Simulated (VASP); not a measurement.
VASP input:

**POSCAR**
```
Si
1
    0.0000000000     2.7155000000     2.7155000000
    2.7155000000     0.0000000000     2.7155000000
    2.7155000000     2.7155000000     0.0000000000
Si
2
Direct
  0.0000000000   0.0000000000   0.0000000000
  0.2500000000   0.2500000000   0.2500000000
```

INCAR:
```
! general
SYSTEM  =  Si
PREC    =  Accurate
ENCUT   =  520
LREAL   =  F
LASPH   =  T

! electronic loop
EDIFF   =  1E-6
NELM    =  100
ALGO    =  Normal

! smearing
ISMEAR  =  0
SIGMA   =  0.05

! functional
GGA     =  91

! ions
IBRION  =  2
NSW     =  60
ISIF    =  3
EDIFFG  =  -0.01

! output
LWAVE   =  F
LCHARG  =  F
```

KPOINTS:
```
Automatic mesh
0
Gamma
8 8 8
0 0 0
```

POTCAR, in this order: Si (PBE.64 set). Program: vasp_std.

Question: Write an equivalent input for Quantum ESPRESSO's pw.x.

Answer: One equivalent input (not run):
```
&CONTROL
  calculation = 'vc-relax'
  pseudo_dir = './pseudo'
  outdir = './out'
  tprnfor = .true.
  tstress = .true.
  nstep = 60
  forc_conv_thr = 0.00039
/
&SYSTEM
  ibrav = 0
  nat = 2
  ntyp = 1
  ecutwfc = 36
  occupations = 'smearing'
  smearing = 'gaussian'
  degauss = 0.003675
  input_dft = 'pw91'
/
&ELECTRONS
  conv_thr = 7.3e-08
  electron_maxstep = 100
/
&IONS
/
&CELL
/
ATOMIC_SPECIES
  Si 28.085 Si.upf
CELL_PARAMETERS angstrom
     0.0000000    2.7155000    2.7155000
     2.7155000    0.0000000    2.7155000
     2.7155000    2.7155000    0.0000000
ATOMIC_POSITIONS crystal
  Si   0.0000000  0.0000000  0.0000000
  Si   0.2500000  0.2500000  0.2500000
K_POINTS automatic
  8 8 8 0 0 0
```
What does not carry over: the potentials are each code's own (VASP's PAW set, PseudoDojo norm-conserving files in pw.x), so ENCUT and ecutwfc are chosen apart and not converted; conv_thr bounds pw.x's estimated SCF error, while EDIFF bounds the energy change between steps; forc_conv_thr acts on force components and is met together with etot_conv_thr.

The compound is Si in the diamond structure. This run relaxes it. Symmetry was kept, so distortions that lower it aren't found.
